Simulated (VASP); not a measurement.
All values below come from r2SCAN+rVV10, VASP's PBE PAW potentials (set 64) (plane waves; VASP).

A VASP calculation is set up with these files.

### KPOINTS_OPT
```
k-points along high-symmetry lines
6
Line-mode
Reciprocal
  0.000000   0.000000   0.000000 ! GAMMA
  0.000000   0.500000   0.000000 ! X

  0.000000   0.500000   0.000000 ! X
  0.500000   0.500000   0.000000 ! M

  0.500000   0.500000   0.000000 ! M
  0.000000   0.000000   0.000000 ! GAMMA

  0.000000   0.000000   0.000000 ! GAMMA
  0.000000   0.000000   0.500000 ! Z

  0.000000   0.000000   0.500000 ! Z
  0.000000   0.500000   0.500000 ! R

  0.000000   0.500000   0.500000 ! R
  0.500000   0.500000   0.500000 ! A

  0.500000   0.500000   0.500000 ! A
  0.000000   0.000000   0.500000 ! Z

  0.000000   0.500000   0.000000 ! X
  0.000000   0.500000   0.500000 ! R

  0.500000   0.500000   0.000000 ! M
  0.500000   0.500000   0.500000 ! A
```

INCAR:
```
! general
SYSTEM  =FePt
PREC    =Accurate
ENCUT   =520   ! plane-wave cut-off (eV)
LREAL   =.False.
LASPH   =.True.

! electronic loop
EDIFF   =1E-7   ! SCF stop (eV)
NELM    =100   ! most electronic steps
ALGO    =Normal   ! blocked Davidson
LMAXMIX =6
LMIXTAU =.True.

! smearing
ISMEAR  =-5

! functional
METAGGA =R2SCAN
LUSE_VDW=.True.
BPARAM  =11.95
CPARAM  =0.0093

! spin
ISPIN   =2   ! spin-polarised
MAGMOM  =3.2 0.3

! ions
ISIF    =2   ! forces and stress, cell fixed

! output
LWAVE   =.False.
LCHARG  =.False.
LORBIT  =11
NEDOS   =601   ! DOS grid
```

**KPOINTS**
```
K-points
0
gamma
  15 15 11
```

POSCAR:
```
FePt
1
    2.7261176648     0.0000000000    -0.0000000000
    0.0000000000     2.7261176648    -0.0000000000
    0.0000000000     0.0000000000     3.7184257489
Fe Pt
1 1
Direct
  0.0000000000   0.0000000000   0.0000000000
  0.5000000000   0.5000000000   0.5000000000
```

POTCAR, in this order: Fe Pt (PBE.64 set). Program: vasp_std.

Output of the run:

**OSZICAR**
```
       N       E                     dE             d eps       ncg     rms          rms(c)
DAV:   1     0.437736026978E+02    0.43774E+02   -0.90692E+03 13368   0.138E+03
DAV:   2    -0.674810729757E+02   -0.11125E+03   -0.99094E+02 13282   0.266E+02
DAV:   3    -0.711795436361E+02   -0.36985E+01   -0.36127E+01 16299   0.590E+01
DAV:   4    -0.712197228392E+02   -0.40179E-01   -0.40172E-01 14869   0.516E+00
DAV:   5    -0.712208224036E+02   -0.10996E-02   -0.11002E-02 17366   0.980E-01    0.187E+01
DAV:   6    -0.688957780478E+02    0.23250E+01   -0.25707E+01 14831   0.110E+02    0.281E+01
DAV:   7    -0.662719197625E+02    0.26239E+01   -0.10204E+01 16318   0.866E+01    0.908E+00
DAV:   8    -0.661545484425E+02    0.11737E+00   -0.61621E-01 16593   0.121E+01    0.378E+00
DAV:   9    -0.662070587056E+02   -0.52510E-01   -0.18533E-01 14765   0.647E+00    0.264E+00
DAV:  10    -0.661994483073E+02    0.76104E-02   -0.91562E-02 17822   0.750E+00    0.102E+00
DAV:  11    -0.661969777672E+02    0.24705E-02   -0.12925E-02 17920   0.257E+00    0.340E-01
DAV:  12    -0.661976581784E+02   -0.68041E-03   -0.14129E-03 15778   0.470E-01    0.124E-01
DAV:  13    -0.661978136624E+02   -0.15548E-03   -0.11780E-04 16859   0.161E-01    0.565E-02
DAV:  14    -0.661978388517E+02   -0.25189E-04   -0.52805E-05 15543   0.848E-02    0.227E-02
DAV:  15    -0.661978412200E+02   -0.23683E-05   -0.12483E-05 17284   0.598E-02    0.967E-03
DAV:  16    -0.661978414372E+02   -0.21725E-06   -0.33273E-06 18111   0.278E-02    0.560E-03
DAV:  17    -0.661978430339E+02   -0.15967E-05   -0.42225E-07 15160   0.747E-03    0.311E-03
DAV:  18    -0.661978440104E+02   -0.97651E-06   -0.13197E-07  8502   0.957E-03    0.915E-04
DAV:  19    -0.661978439544E+02    0.56056E-07   -0.49337E-08  7461   0.354E-03
   1 F= -.66197844E+02 E0= -.66197844E+02  d E =0.000000E+00  mag=     3.5278
       N       E                     dE             ncg
```

OUTCAR:
```
------------------------ aborting loop because EDIFF is reached ----------------------------------------
  FORCE on cell =-STRESS in cart. coord.  units (eV):
  Direction    XX          YY          ZZ          XY          YZ          ZX
  --------------------------------------------------------------------------------------
  Total       -0.0253951     -0.0253951     -0.0949065      0.0000000      0.0000000      0.0000000
  in kB       -1.4723542     -1.4723542     -5.5024747      0.0000000      0.0000000      0.0000000
  external PRESSURE =      -2.8157277 kB  Pullay stress =       0.0000000 kB
  volume of cell :       27.63
      direct lattice vectors                 reciprocal lattice vectors
     2.726117665  0.000000000  0.000000000     0.366822024  0.000000000  0.000000000
     0.000000000  2.726117665  0.000000000     0.000000000  0.366822024  0.000000000
     0.000000000  0.000000000  3.718425749     0.000000000  0.000000000  0.268931012
 POSITION                                       TOTAL-FORCE (eV/Angst)
 -----------------------------------------------------------------------------------
      0.00000      0.00000      0.00000         0.000000      0.000000      0.000000
      1.36306      1.36306      1.85921         0.000000      0.000000      0.000000
 -----------------------------------------------------------------------------------
    total drift:                               -0.000000      0.000000      0.000000
  FREE ENERGIE OF THE ION-ELECTRON SYSTEM (eV)
  ---------------------------------------------------
  free  energy   TOTEN  =       -66.1978439544 eV

  energy  without entropy=      -66.1978439544  energy(sigma->0) =      -66.19784395

 total charge

# of ion       s       p       d       tot
------------------------------------------
    1        0.418   0.477   6.050   6.946
    2        0.719   0.676   8.068   9.463
--------------------------------------------------
tot          1.137   1.153  14.119  16.408

 magnetization (x)

# of ion       s       p       d       tot
------------------------------------------
    1        0.017  -0.018   3.234   3.233
    2       -0.026  -0.094   0.444   0.324
--------------------------------------------------
tot         -0.009  -0.112   3.678   3.557
```
(Selected blocks of OUTCAR.)

For a metal the tetrahedron method with Blöchl corrections gives inexact stress and forces.

The compound is FePt in the L1_0 structure. It was relaxed first.
